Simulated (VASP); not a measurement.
Method: PBEsol GGA, VASP's PBE PAW potentials (set 64) (plane waves; VASP).

The input files of a VASP run:

**KPOINTS**
```
Automatic mesh
0
Gamma
11 11 6
0 0 0
```

File POSCAR:
```
Y
1
    3.6041357914     0.0000000000    -0.0000000000
   -1.8020678957     3.1212734197     0.0000000000
    0.0000000000     0.0000000000     5.5481516541
Y
2
Direct
  0.6666670000   0.3333330000   0.7500000000
  0.3333330000   0.6666670000   0.2500000000
```

INCAR:
```
# general
SYSTEM =Y
PREC   =Accurate
ENCUT  =480
LREAL  =F
LASPH  =T

# electronic loop
EDIFF  =1E-6
NELM   =100
ALGO   =Normal
LMAXMIX=4

# smearing
ISMEAR =1
SIGMA  =0.1

# functional
GGA    =PS

# ions
IBRION =2
NSW    =60
ISIF   =3
EDIFFG =-0.01

# output
LWAVE  =F
LCHARG =F
```

POTCAR, in this order: Y_sv (PBE.64 set). Program: vasp_std.

What VASP printed:

File OUTCAR:
```
 ion  position               nearest neighbor table
   1  0.667  0.333  0.750-   2 3.47   2 3.47   2 3.47   2 3.47   2 3.47   2 3.47
   2  0.333  0.667  0.250-   1 3.47   1 3.47   1 3.47   1 3.47   1 3.47   1 3.47
  LATTYP: Found a hexagonal cell.
 ALAT       =     3.6041357914
 C/A-ratio  =     1.5393847444
 Subroutine PRICEL returns:
 Original cell was already a primitive cell.
 Subroutine GETGRP returns: Found 24 space group operations
The static configuration has the point symmetry D_3d.
 The point group associated with its full space group is D_6h.
The dynamic configuration has the point symmetry D_3d.
 Subroutine INISYM returns: Found 24 space group operations
 Subroutine IBZKPT returns following result:
 Found     64 irreducible k-points:

 Following reciprocal coordinates:
            Coordinates               Weight
  0.000000  0.000000  0.000000      1.000000
  0.090909 -0.000000  0.000000      6.000000
  0.181818 -0.000000  0.000000      6.000000
  0.272727 -0.000000  0.000000      6.000000
  0.363636 -0.000000  0.000000      6.000000
  0.454545  0.000000  0.000000      6.000000
  0.090909  0.090909  0.000000      6.000000
  0.181818  0.090909  0.000000     12.000000
  0.272727  0.090909  0.000000     12.000000
  0.363636  0.090909  0.000000     12.000000
  0.454545  0.090909  0.000000      6.000000
  0.181818  0.181818  0.000000      6.000000
  0.272727  0.181818  0.000000     12.000000
  0.363636  0.181818  0.000000     12.000000
  0.272727  0.272727  0.000000      6.000000
  0.363636  0.272727  0.000000      6.000000
  0.000000  0.000000  0.166667      2.000000
  0.090909 -0.000000  0.166667     12.000000
  0.181818 -0.000000  0.166667     12.000000
  0.272727 -0.000000  0.166667     12.000000
  0.363636 -0.000000  0.166667     12.000000
  0.454545  0.000000  0.166667     12.000000
  0.090909  0.090909  0.166667     12.000000
  0.181818  0.090909  0.166667     24.000000
  0.272727  0.090909  0.166667     24.000000
  0.363636  0.090909  0.166667     24.000000
  0.454545  0.090909  0.166667     12.000000
  0.181818  0.181818  0.166667     12.000000
  0.272727  0.181818  0.166667     24.000000
  0.363636  0.181818  0.166667     24.000000
  0.272727  0.272727  0.166667     12.000000
  0.363636  0.272727  0.166667     12.000000
  0.000000  0.000000  0.333333      2.000000
  0.090909 -0.000000  0.333333     12.000000
  0.181818 -0.000000  0.333333     12.000000
  0.272727 -0.000000  0.333333     12.000000
  0.363636 -0.000000  0.333333     12.000000
  0.454545  0.000000  0.333333     12.000000
  0.090909  0.090909  0.333333     12.000000
  0.181818  0.090909  0.333333     24.000000
   k-points           NKPTS =     64   k-points in BZ     NKDIM =     64   number of bands    NBANDS=     15
   number of dos      NEDOS =    301   number of ions     NIONS =      2
   total plane-waves  NPLWV =  31360
   dimension x,y,z NGX =    28 NGY =   28 NGZ =   40
   dimension x,y,z NGXF=    56 NGYF=   56 NGZF=   80
   ions per type =               2
   PREC   = accura    normal or accurate (medium, high low for compatibility)
   ISTART =      0    job   : 0-new  1-cont  2-samecut
   ICHARG =      2    charge: 1-file 2-atom 10-const
   ISPIN  =      1    spin polarized calculation?
   LNONCOLLINEAR =      F non collinear calculations
   LSORBIT =      F    spin-orbit coupling
   INIWAV =      1    electr: 0-lowe 1-rand  2-diag
   ENCUT  =  480.0 eV  35.28 Ry    5.94 a.u.   6.44  6.44  9.91*2*pi/ulx,y,z
   NELM   =    100;   NELMIN=  2; NELMDL= -5     # of ELM steps
   EDIFF  = 0.1E-05   stopping-criterion for ELM
   LREAL  =      F    real-space projection
...
```

**OSZICAR**
```
       N       E                     dE             d eps       ncg     rms          rms(c)
DAV:   1     0.850299667392E+02    0.85030E+02   -0.11233E+04  1920   0.132E+03
DAV:   2    -0.676345729869E+01   -0.91793E+02   -0.90735E+02  2432   0.277E+02
DAV:   3    -0.139636059696E+02   -0.72001E+01   -0.71356E+01  3666   0.468E+01
DAV:   4    -0.140764755444E+02   -0.11287E+00   -0.11285E+00  2068   0.688E+00
DAV:   5    -0.140798846699E+02   -0.34091E-02   -0.34091E-02  2802   0.848E-01    0.339E+01
DAV:   6    -0.137195833248E+02    0.36030E+00   -0.45873E-01  1927   0.485E+00    0.211E+01
DAV:   7    -0.136586351850E+02    0.60948E-01   -0.89753E-01  2505   0.619E+00    0.189E+00
DAV:   8    -0.136463117505E+02    0.12323E-01   -0.17130E-01  2319   0.276E+00    0.102E+00
DAV:   9    -0.136456095816E+02    0.70217E-03   -0.48772E-03  2614   0.496E-01    0.434E-01
DAV:  10    -0.136457149782E+02   -0.10540E-03   -0.16288E-03  2097   0.420E-01    0.246E-01
DAV:  11    -0.136456820179E+02    0.32960E-04   -0.99435E-05  2689   0.991E-02    0.260E-02
DAV:  12    -0.136456785591E+02    0.34589E-05   -0.22492E-05  2088   0.474E-02    0.302E-02
DAV:  13    -0.136456797382E+02   -0.11791E-05   -0.74684E-06  2060   0.293E-02    0.235E-03
DAV:  14    -0.136456798842E+02   -0.14599E-06   -0.18946E-07  1212   0.338E-03
   1 F= -.13645680E+02 E0= -.13647180E+02  d E =-.136457E+02
       N       E                     dE             d eps       ncg     rms          rms(c)
DAV:   1    -0.136465782753E+02   -0.89854E-03   -0.18171E-02  2828   0.958E-01    0.211E-01
DAV:   2    -0.136458104203E+02    0.76786E-03   -0.20969E-03  2533   0.327E-01    0.101E-01
DAV:   3    -0.136456312365E+02    0.17918E-03   -0.16694E-03  3104   0.219E-01    0.597E-02
DAV:   4    -0.136456664202E+02   -0.35184E-04   -0.11486E-04  2407   0.696E-02    0.298E-02
DAV:   5    -0.136457053083E+02   -0.38888E-04   -0.10756E-04  3422   0.440E-02    0.161E-02
DAV:   6    -0.136457036796E+02    0.16287E-05   -0.33436E-06  1853   0.985E-03    0.739E-03
DAV:   7    -0.136457050761E+02   -0.13965E-05   -0.76614E-07  1079   0.827E-03    0.226E-03
DAV:   8    -0.136457052376E+02   -0.16148E-06   -0.11428E-07  1002   0.261E-03
   2 F= -.13645705E+02 E0= -.13647207E+02  d E =-.253534E-04
```

**OUTCAR**
```
------------------------ aborting loop because EDIFF is reached ----------------------------------------
  FORCE on cell =-STRESS in cart. coord.  units (eV):
  Direction    XX          YY          ZZ          XY          YZ          ZX
  --------------------------------------------------------------------------------------
  Total        0.0064348      0.0064348      0.0081238      0.0000000      0.0000000      0.0000000
  in kB        0.1655536      0.1655536      0.2090063      0.0000000      0.0000000      0.0000000
  external PRESSURE =       0.1800378 kB  Pullay stress =       0.0000000 kB
  volume of cell :       62.27
      direct lattice vectors                 reciprocal lattice vectors
     3.601148574  0.000000000  0.000000000     0.277689181  0.160323910  0.000000000
    -1.800574287  3.118686413 -0.000000000    -0.000000000  0.320647820  0.000000000
     0.000000000 -0.000000000  5.544931103    -0.000000000  0.000000000  0.180344892
 POSITION                                       TOTAL-FORCE (eV/Angst)
 -----------------------------------------------------------------------------------
      1.80058      1.03956      4.15870         0.000000     -0.000000      0.000000
     -0.00000      2.07913      1.38623        -0.000000      0.000000      0.000000
 -----------------------------------------------------------------------------------
    total drift:                                0.000214     -0.000123      0.000305
  FREE ENERGIE OF THE ION-ELECTRON SYSTEM (eV)
  ---------------------------------------------------
  free  energy   TOTEN  =       -13.6457052376 eV

  energy  without entropy=      -13.6502112390  energy(sigma->0) =      -13.64720724

 reached required accuracy - stopping structural energy minimisation
```
(Selected blocks of OUTCAR.)

CONTCAR:
```
Y
   1.00000000000000
     3.6011485743489433    0.0000000000000000    0.0000000000000000
    -1.8005742871744717    3.1186864131866083   -0.0000000000000000
     0.0000000000000000   -0.0000000000000000    5.5449311028920718
  Y
     2
Direct
     0.6666669999999968    0.3333330000000032    0.7500000000000000
     0.3333330000000032    0.6666669999999968    0.2500000000000000
```

The compound is Y in the hcp structure. This run relaxes it. Symmetry was kept, so distortions that lower it aren't found. The start is the result of an earlier pass.
